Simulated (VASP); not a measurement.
# Ni3Pt: convergence with the smearing and plane-wave cutoff, part 3 of 4

How sensitive are energy, pressure and forces of Ni3Pt to the smearing and plane-wave cutoff? The atoms are off their equilibrium sites, so that forces can be compared too. The series runs use r2SCAN. The atoms of the start are displaced at random from the sites of a Pm-3m cell.

VASP 6.6.1; r2SCAN, spin-polarised from a ferromagnetic start; plane waves and PAW (Ni, Pt).

Still holding for the runs below: The magnetic state follows from one typed start and may not be the lowest. The k-mesh is coarse for a metal.

So far. Step 9 (Smearing: ISMEAR = 1, SIGMA = 0.1): Against the run before the energy at zero width moves by +0.16 meV an atom and the pressure by +0.11 GPa, after 44 cycles in 7.3 min. The entropy term T·S comes to 1.29 meV an atom in size.

## (10) Smearing: ISMEAR = 1, SIGMA = 0.2

The input, INCAR:

```
SYSTEM = Ni3Pt
PREC = Accurate
ENCUT = 400
EDIFF = 1E-06
NELM = 100
ISMEAR = 1
SIGMA = 0.2
LREAL = .FALSE.
ALGO = Normal
METAGGA = R2SCAN
LASPH = .TRUE.
NBANDS = 30
ISPIN = 2
MAGMOM = 1 1 1 0
LMAXMIX = 4
LORBIT = 11
LWAVE = .FALSE.
LCHARG = .FALSE.
KPAR = 4
ISIF = 2
```

The input, POSCAR:

```
Ni3Pt
1.0
    3.6245667900      0.0000000000      0.0000000000
    0.0000000000      3.6245667900      0.0000000000
    0.0000000000      0.0000000000      3.6245667900
Ni Pt
3 1
Direct
    0.5090410000      0.0188420000      0.5175610000
    0.0095480000      0.5119620000      0.5065660000
    0.4985550000      0.5048410000     -0.0027350000
    0.0195020000     -0.0039100000      0.0122770000
```

The input, KPOINTS:

```
Automatic mesh
0
Gamma
7 7 7
0 0 0
```

PAW data sets: Ni and Pt (PBE family, release 64).

Command:

```
> mpirun -np 4 vasp_std
```

Output:

```text
[... set-up lines as in an earlier step ...]
 entering main loop
       N       E                     dE             d eps       ncg     rms          rms(c)
DAV:   1     0.183753355747E+03    0.18375E+03   -0.15490E+04 21344   0.151E+03
DAV:   2    -0.805343738025E+02   -0.26429E+03   -0.24774E+03 20916   0.322E+02
DAV:   3    -0.974235866833E+02   -0.16889E+02   -0.16219E+02 22926   0.102E+02
DAV:   4    -0.976967902334E+02   -0.27320E+00   -0.27292E+00 23728   0.125E+01
[...]
DAV:  34    -0.876383788572E+02   -0.33410E-05   -0.18438E-05 20236   0.382E-02    0.292E-03
DAV:  35    -0.876383808090E+02   -0.19518E-05   -0.87404E-06 14550   0.341E-02    0.151E-03
DAV:  36    -0.876383809429E+02   -0.13395E-06   -0.18780E-06 10404   0.151E-02
   1 F= -.87638381E+02 E0= -.87635444E+02  d E =-.880977E-02  mag=     2.8433
```

It took 6 min on 4 MPI ranks of Intel Xeon Platinum 8559C (Emerald Rapids), shared host; peak memory 1.4 GiB; 24 min of CPU time.

OUTCAR, selected parts (step 10):

```text
  Total        0.0871347      0.3145214      0.1871645     -0.0739591     -0.0268107     -0.1655072
  in kB        2.9317953     10.5826036      6.2974661     -2.4884772     -0.9020895     -5.5687681
  external PRESSURE =       6.6039550 kB  Pullay stress =       0.0000000 kB

 POSITION                                       TOTAL-FORCE (eV/Angst)
 -----------------------------------------------------------------------------------
      1.84505      0.06829      1.87593         0.244555     -0.192246     -0.326662
      0.03461      1.85564      1.83608        -0.117248     -0.333063      0.058071
      1.80705      1.82983      3.61465         0.636945     -0.087538      0.278195
      0.07069      3.61039      0.04450        -0.764252      0.612847     -0.009604
 -----------------------------------------------------------------------------------
    total drift:                               -0.004515      0.000816      0.006737

  FREE ENERGIE OF THE ION-ELECTRON SYSTEM (eV)
  ---------------------------------------------------
  free  energy   TOTEN  =       -87.6383809429 eV

  energy  without entropy=      -87.6295711706  energy(sigma->0) =      -87.63544435

 magnetization (x)
# of ion       s       p       d       tot
------------------------------------------
    1       -0.005  -0.031   0.903   0.867
    2       -0.005  -0.032   0.902   0.865
    3       -0.005  -0.032   0.902   0.865
    4       -0.010  -0.058   0.392   0.324
--------------------------------------------------
tot         -0.026  -0.153   3.099   2.920

[... 2 parts as in an earlier step ...]

[... 1 further part left out ...]
[key lines of the parts left out:]
E-fermi :   9.9680
```

Against the run before the energy at zero width moves by -1.54 meV an atom and the pressure by +0.19 GPa, after 36 cycles in 6 min. The entropy term T·S comes to 2.20 meV an atom in size.

## (11) Smearing: ISMEAR = 1, SIGMA = 0.5

Changes to INCAR since step 10:

```diff
@@ -6,3 +6,3 @@
 ISMEAR = 1
-SIGMA = 0.2
+SIGMA = 0.5
 LREAL = .FALSE.
```

POSCAR is that of step 10.

KPOINTS is that of step 10.

Command:

```
> mpirun -np 4 vasp_std
```

Output:

```text
[... set-up lines as in an earlier step ...]
 entering main loop
       N       E                     dE             d eps       ncg     rms          rms(c)
DAV:   1     0.183753950466E+03    0.18375E+03   -0.15490E+04 21344   0.151E+03
DAV:   2    -0.805491288264E+02   -0.26430E+03   -0.24776E+03 20916   0.322E+02
DAV:   3    -0.974185016831E+02   -0.16869E+02   -0.16229E+02 22926   0.102E+02
DAV:   4    -0.976914817991E+02   -0.27298E+00   -0.27269E+00 23728   0.125E+01
[...]
DAV:  17    -0.876572386781E+02   -0.73325E-05   -0.20930E-05 24930   0.539E-02    0.940E-03
DAV:  18    -0.876572436169E+02   -0.49389E-05   -0.73222E-06 15770   0.282E-02    0.572E-03
DAV:  19    -0.876572438833E+02   -0.26638E-06   -0.34458E-06 12642   0.184E-02
   1 F= -.87657244E+02 E0= -.87648728E+02  d E =-.255487E-01  mag=     2.8064
```

Wall time 3.2 min (4 MPI ranks); peak memory 1.4 GiB; 13 min of CPU time.

Parts of OUTCAR (step 11):

```text
  Total        0.0279441      0.2089966      0.1152062     -0.0845075      0.0170579     -0.0455555
  in kB        0.9402256      7.0320427      3.8763058     -2.8433956      0.5739405     -1.5327930
  external PRESSURE =       3.9495247 kB  Pullay stress =       0.0000000 kB

 POSITION                                       TOTAL-FORCE (eV/Angst)
 -----------------------------------------------------------------------------------
      1.84505      0.06829      1.87593         0.247656     -0.202929     -0.346711
      0.03461      1.85564      1.83608        -0.127162     -0.326011      0.046644
      1.80705      1.82983      3.61465         0.651545     -0.077532      0.307105
      0.07069      3.61039      0.04450        -0.772039      0.606472     -0.007038
 -----------------------------------------------------------------------------------
    total drift:                               -0.004341      0.000723      0.006370

  FREE ENERGIE OF THE ION-ELECTRON SYSTEM (eV)
  ---------------------------------------------------
  free  energy   TOTEN  =       -87.6572438833 eV

  energy  without entropy=      -87.6316951390  energy(sigma->0) =      -87.64872764

 magnetization (x)
# of ion       s       p       d       tot
------------------------------------------
    1       -0.006  -0.032   0.891   0.853
    2       -0.006  -0.032   0.890   0.852
    3       -0.006  -0.032   0.891   0.853
    4       -0.011  -0.060   0.397   0.327
--------------------------------------------------
tot         -0.029  -0.156   3.070   2.885

[... 2 parts as in an earlier step ...]

[... 1 further part left out ...]
[key lines of the parts left out:]
E-fermi :   9.9484
```

Against the run before the energy at zero width moves by -3.32 meV an atom and the pressure by -0.27 GPa, after 19 cycles in 3.2 min. The entropy term T·S comes to 6.39 meV an atom in size.

## (12) Smearing: ISMEAR = -5

Changes to INCAR since step 11:

```diff
@@ -5,4 +5,4 @@
 NELM = 100
-ISMEAR = 1
-SIGMA = 0.5
+ISMEAR = -5
+SIGMA = 0.05
 LREAL = .FALSE.
```

POSCAR is that of step 11.

KPOINTS is that of step 11.

Command:

```
> mpirun -np 4 vasp_std
```

Output:

```text
[... set-up lines as in an earlier step ...]
 entering main loop
       N       E                     dE             d eps       ncg     rms          rms(c)
DAV:   1     0.183754237816E+03    0.18375E+03   -0.15490E+04 21344   0.151E+03
DAV:   2    -0.805379527681E+02   -0.26429E+03   -0.24791E+03 20916   0.322E+02
DAV:   3    -0.974301126006E+02   -0.16892E+02   -0.16241E+02 22926   0.102E+02
DAV:   4    -0.977031290071E+02   -0.27302E+00   -0.27268E+00 23728   0.125E+01
[...]
DAV:  39    -0.876463024819E+02   -0.18003E-05   -0.24520E-05 16542   0.500E-02    0.220E-03
DAV:  40    -0.876463020473E+02    0.43462E-06   -0.14479E-05 11628   0.369E-02    0.203E-03
DAV:  41    -0.876463024176E+02   -0.37026E-06   -0.23157E-06 12608   0.119E-02
   1 F= -.87646302E+02 E0= -.87646302E+02  d E =0.000000E+00  mag=     2.5863
 -----------------------------------------------------------------------------
|                                                                             |
|           W    W    AA    RRRRR   N    N  II  N    N   GGGG   !!!           |
|           W    W   A  A   R    R  NN   N  II  NN   N  G    G  !!!           |
|           W    W  A    A  R    R  N N  N  II  N N  N  G       !!!           |
|           W WW W  AAAAAA  RRRRR   N  N N  II  N  N N  G  GGG   !            |
|           WW  WW  A    A  R   R   N   NN  II  N   NN  G    G                |
|           W    W  A    A  R    R  N    N  II  N    N   GGGG   !!!           |
|                                                                             |
|     Tetrahedron method does not include variations of the Fermi             |
|     occupations, so forces and stress will be inaccurate. We suggest        |
|     using a different smearing scheme ISMEAR = 1 or 2 for metals in         |
|     relaxations.                                                            |
|                                                                             |
 -----------------------------------------------------------------------------
```

Run time: 7.1 min. Hardware: 4 MPI ranks; peak memory 1.4 GiB; 28 min of CPU time.

From OUTCAR (step 12):

```text
  Total       -0.0638357      0.2546141      0.0397359     -0.0520317     -0.0080318     -0.2632935
  in kB       -2.1478586      8.5669188      1.3369823     -1.7506935     -0.2702421     -8.8589528
  external PRESSURE =       2.5853475 kB  Pullay stress =       0.0000000 kB

 POSITION                                       TOTAL-FORCE (eV/Angst)
 -----------------------------------------------------------------------------------
      1.84505      0.06829      1.87593         0.233986     -0.205751     -0.319119
      0.03461      1.85564      1.83608        -0.107085     -0.332395      0.076303
      1.80705      1.82983      3.61465         0.621308     -0.075861      0.255321
      0.07069      3.61039      0.04450        -0.748209      0.614007     -0.012506
 -----------------------------------------------------------------------------------
    total drift:                               -0.004300      0.000958      0.006035

  FREE ENERGIE OF THE ION-ELECTRON SYSTEM (eV)
  ---------------------------------------------------
  free  energy   TOTEN  =       -87.6463024176 eV

  energy  without entropy=      -87.6463024176  energy(sigma->0) =      -87.64630242

 magnetization (x)
# of ion       s       p       d       tot
------------------------------------------
    1       -0.008  -0.033   0.844   0.803
    2       -0.008  -0.033   0.833   0.792
    3       -0.008  -0.033   0.833   0.792
    4       -0.012  -0.064   0.355   0.279
--------------------------------------------------
tot         -0.036  -0.163   2.865   2.666

[... 2 parts as in an earlier step ...]

[... 1 further part left out ...]
[key lines of the parts left out:]
E-fermi :   9.9697
```

With tetrahedra the forces and stress of a metal are not exact derivatives of the energy.

Against the first of the series the energy at zero width moves by -4.41 meV an atom and the pressure by -0.06 GPa, after 41 cycles in 7.1 min.

## (13) The smearing series as a table

This step: convergence of r2SCAN results with the smearing; plane waves and PAW (VASP 6.6.1).

Derived from the runs above.

One cell and one 7×7×7 mesh. Free energy against width, by row:

```csv
Gaussian width σ (eV),free energy less that at the narrowest width (meV/atom)
0.01,0
0.05,-1.26
0.1,-4.83
0.2,-15.52
0.5,-79.92
```

Differences are taken from the run with ISMEAR = 0, SIGMA = 0.01. Results of the series, by row:

```csv
setting,status,energy less the reference (meV/atom),pressure (GPa),largest force difference (meV/Å),moment (μB),SCF cycles,wall time (s)
"ISMEAR = 0, SIGMA = 0.01",converged,0,0.3207,0,2.77,41,524.1
"ISMEAR = 0, SIGMA = 0.05",converged,-0.07998,0.4025,9.354,2.776,40,493.1
"ISMEAR = 0, SIGMA = 0.1",converged,-0.8894,0.6546,22.26,2.81,27,272.1
"ISMEAR = 0, SIGMA = 0.2",converged,-2.194,0.5886,25.73,2.8,24,236.1
"ISMEAR = 0, SIGMA = 0.5",converged,-5.36,0.8288,36.93,2.616,17,175
"ISMEAR = 1, SIGMA = 0.01",converged,-0.002065,0.3389,2.302,2.77,52,512.1
"ISMEAR = 1, SIGMA = 0.05",converged,-0.3183,0.3567,20.55,2.763,43,414.1
"ISMEAR = 1, SIGMA = 0.1",converged,-0.1588,0.4671,15.5,2.785,44,437.1
"ISMEAR = 1, SIGMA = 0.2",converged,-1.699,0.6604,31.55,2.843,36,362.1
"ISMEAR = 1, SIGMA = 0.5",converged,-5.02,0.395,23.77,2.806,19,191
ISMEAR = -5,converged,-4.414,0.2585,47.6,2.586,41,425.1
```

## (14) Plane-wave cutoff: ENCUT = 160

This step: r2SCAN, spin-polarised from a ferromagnetic start; plane waves and PAW (Ni, Pt) (VASP 6.6.1).

The basis grows with ENCUT, and energy and stress both move with it.

Changes to INCAR since step 12:

```diff
@@ -2,6 +2,6 @@
 PREC = Accurate
-ENCUT = 400
+ENCUT = 160
 EDIFF = 1E-06
 NELM = 100
-ISMEAR = -5
+ISMEAR = -1
 SIGMA = 0.05
```

POSCAR is that of step 12.

KPOINTS is that of step 12.

Command:

```
> mpirun -np 4 vasp_std
```

Output:

```text
[... set-up lines as in an earlier step ...]
 entering main loop
       N       E                     dE             d eps       ncg     rms          rms(c)
DAV:   1     0.255778329730E+02    0.25578E+02   -0.89865E+03 22070   0.568E+02
DAV:   2    -0.916459802550E+02   -0.11722E+03   -0.10899E+03 22050   0.161E+02
DAV:   3    -0.945329785993E+02   -0.28870E+01   -0.28671E+01 23442   0.282E+01
DAV:   4    -0.945417777671E+02   -0.87992E-02   -0.87985E-02 22158   0.159E+00
DAV:   5    -0.945418313387E+02   -0.53572E-04   -0.53572E-04 23520   0.128E-01    0.388E+01
DAV:   6    -0.829981717307E+02    0.11544E+02   -0.73566E+01 21204   0.897E+01    0.236E+01
DAV:   7    -0.762096792142E+02    0.67885E+01   -0.39551E+01 22386   0.526E+01    0.521E+00
DAV:   8    -0.760246345983E+02    0.18504E+00   -0.12720E+00 21924   0.102E+01    0.212E+00
DAV:   9    -0.760902784231E+02   -0.65644E-01   -0.25756E-01 22548   0.445E+00    0.177E+00
DAV:  10    -0.760949637919E+02   -0.46854E-02   -0.10304E-01 22896   0.458E+00    0.132E+00
DAV:  11    -0.760947800107E+02    0.18378E-03   -0.25444E-02 22104   0.225E+00    0.393E-01
DAV:  12    -0.760956939636E+02   -0.91395E-03   -0.40687E-03 22506   0.470E-01    0.156E-01
DAV:  13    -0.760956093007E+02    0.84663E-04   -0.26826E-04 22212   0.132E-01    0.658E-02
DAV:  14    -0.760956292734E+02   -0.19973E-04   -0.77793E-05 23292   0.126E-01    0.559E-02
DAV:  15    -0.760956228281E+02    0.64453E-05   -0.65758E-05 22776   0.120E-01    0.309E-02
DAV:  16    -0.760956312809E+02   -0.84528E-05   -0.11366E-05 22860   0.371E-02    0.130E-02
DAV:  17    -0.760956330974E+02   -0.18165E-05   -0.22541E-06 16246   0.152E-02    0.826E-03
DAV:  18    -0.760956341661E+02   -0.10687E-05   -0.15405E-06 11496   0.110E-02    0.535E-03
DAV:  19    -0.760956345922E+02   -0.42609E-06   -0.10657E-06 11226   0.965E-03
   1 F= -.76095635E+02 E0= -.76074109E+02  d E =-.430506E-01  mag=     1.1878
```

Elapsed: 62 s, on 4 MPI ranks; peak memory 0.69 GiB.

OUTCAR, selected parts (step 14):

```text
   ENCUT  =  160.0 eV  11.76 Ry    3.43 a.u.   3.74  3.74  3.74*2*pi/ulx,y,z

   NELECT =      40.0000    total number of electrons

 E-fermi :   9.2970

 spin component 1
 k-point     1 :       0.0000    0.0000    0.0000
  band No.  band energies     occupation
    ...
      8       6.1308      1.00000
      9       6.1506      1.00000
     10       6.1745      1.00000
     11       7.4812      1.00000
     12       7.4866      1.00000
     13       9.5713      0.00413
     14       9.7376      0.00015
     15       9.7915      0.00005
     16       9.9978      0.00000
     17      10.0609      0.00000
    ...

 k-point     2 :       0.1429    0.0000    0.0000
  band No.  band energies     occupation
    ...
     16       8.5517      1.00000
     17       8.7082      0.99999
     18       8.7350      0.99999
     19       8.8749      0.99978
     20       8.9335      0.99930
     21       9.3395      0.29960
     22      11.1525      0.00000
     23      13.3267      0.00000
     24      13.3427      0.00000
     25      18.7846      0.00000
    ...

  Total     -120.4389969   -120.2921011   -120.4068937     -0.0304764     -0.0789738     -0.1348456
  in kB    -4052.3727989  -4047.4302425  -4051.2926323     -1.0254285     -2.6572061     -4.5371068
  external PRESSURE =   -4050.3652246 kB  Pullay stress =       0.0000000 kB

 POSITION                                       TOTAL-FORCE (eV/Angst)
 -----------------------------------------------------------------------------------
      1.84505      0.06829      1.87593         0.428192     -0.668107     -0.902622
      0.03461      1.85564      1.83608        -0.445952     -0.361646     -0.124457
      1.80705      1.82983      3.61465         1.214700      0.113459      1.016514
      0.07069      3.61039      0.04450        -1.196940      0.916293      0.010565
 -----------------------------------------------------------------------------------
    total drift:                                0.006213     -0.022708      0.022454

  FREE ENERGIE OF THE ION-ELECTRON SYSTEM (eV)
  ---------------------------------------------------
  free  energy   TOTEN  =       -76.0956345922 eV

  energy  without entropy=      -76.0525839563  energy(sigma->0) =      -76.07410927

 magnetization (x)
# of ion       s       p       d       tot
------------------------------------------
    1       -0.004  -0.011   0.348   0.333
    2       -0.004  -0.011   0.348   0.333
    3       -0.004  -0.011   0.353   0.337
    4       -0.004  -0.020   0.274   0.250
--------------------------------------------------
tot         -0.016  -0.054   1.323   1.253

[... 5 parts as in an earlier step ...]

[... 16 further parts left out ...]
```

This step gave:

```yaml
scf_cycles: 19
free_energy_toten: -76.0956 eV
energy_at_zero_smearing: -76.0741 eV
fermi_energy: 9.297 eV
pressure: -405.0 GPa
moment_of_the_cell_from_the_last_line_of_the_log: 1.188 μB
```

Spin moment in the PAW sphere by atom:

```csv
atom,spin moment in the PAW sphere (μB)
Ni1,0.333
Ni2,0.333
Ni3,0.337
Pt4,0.250
```

The series starts at -19.0185 eV an atom and -405.04 GPa, after 19 cycles in 62 s.

## (15) Plane-wave cutoff: ENCUT = 200

Changes to INCAR since step 14:

```diff
@@ -2,3 +2,3 @@
 PREC = Accurate
-ENCUT = 160
+ENCUT = 200
 EDIFF = 1E-06
```

POSCAR is that of step 14.

KPOINTS is that of step 14.

Command:

```
> mpirun -np 4 vasp_std
```

Output:

```text
[... set-up lines as in an earlier step ...]
 entering main loop
       N       E                     dE             d eps       ncg     rms          rms(c)
DAV:   1     0.652273642182E+02    0.65227E+02   -0.10129E+04 21826   0.754E+02
DAV:   2    -0.923464816705E+02   -0.15757E+03   -0.14744E+03 21548   0.205E+02
DAV:   3    -0.977040830578E+02   -0.53576E+01   -0.52908E+01 23646   0.447E+01
DAV:   4    -0.977448076461E+02   -0.40725E-01   -0.40716E-01 22338   0.378E+00
[...]
DAV:  24    -0.860941421908E+02    0.76734E-06   -0.15117E-05 11360   0.265E-02    0.427E-03
DAV:  25    -0.860941440342E+02   -0.18433E-05   -0.90117E-07 10692   0.712E-03    0.109E-03
DAV:  26    -0.860941442157E+02   -0.18152E-06   -0.11344E-06 10764   0.677E-03
   1 F= -.86094144E+02 E0= -.86069104E+02  d E =-.500811E-01  mag=     2.4038
```

Run time: 2.9 min. Hardware: 4 MPI ranks; peak memory 0.77 GiB; 12 min of CPU time.

OUTCAR, selected parts (step 15):

```text
  Total      -27.7166852    -27.4818912    -27.5949185     -0.0899354      0.0216664     -0.0980674
  in kB     -932.5745315   -924.6744918   -928.4774853     -3.0260285      0.7290012     -3.2996432
  external PRESSURE =    -928.5755029 kB  Pullay stress =       0.0000000 kB

 POSITION                                       TOTAL-FORCE (eV/Angst)
 -----------------------------------------------------------------------------------
      1.84505      0.06829      1.87593         0.189283     -0.084027     -0.211491
      0.03461      1.85564      1.83608        -0.065646     -0.338885      0.075012
      1.80705      1.82983      3.61465         0.536076     -0.117962      0.147592
      0.07069      3.61039      0.04450        -0.659713      0.540874     -0.011113
 -----------------------------------------------------------------------------------
    total drift:                               -0.054112      0.004405     -0.010668

  FREE ENERGIE OF THE ION-ELECTRON SYSTEM (eV)
  ---------------------------------------------------
  free  energy   TOTEN  =       -86.0941442157 eV

  energy  without entropy=      -86.0440631211  energy(sigma->0) =      -86.06910367

 magnetization (x)
# of ion       s       p       d       tot
------------------------------------------
    1       -0.008  -0.028   0.761   0.725
    2       -0.007  -0.028   0.759   0.723
    3       -0.008  -0.028   0.762   0.727
    4       -0.011  -0.053   0.374   0.310
--------------------------------------------------
tot         -0.034  -0.137   2.656   2.485

[... 1 part as in an earlier step ...]

[... 2 further parts left out ...]
[key lines of the parts left out:]
E-fermi :   9.6420
```

Against the run before the energy moves by -2498.75 meV an atom and the pressure by +312.18 GPa, after 26 cycles in 2.9 min.

(Continued in part 4 of 4.)

[Lines on the potential files, build, host, timing and source positions are cut from VASP's logs without a mark.]

[Logs are printed without paths, hosts, clocks, repeated set-up lines and the standing remarks that a program may print on its own settings, such as how far it seeks lower states.]

[Hosts, paths, dates, database ids (printed as entryN), source tags and the programs' standing remarks are cut or masked in the printed files.]

[A measured line is paired with the nearest computed mode of its activity, which favours agreement.]
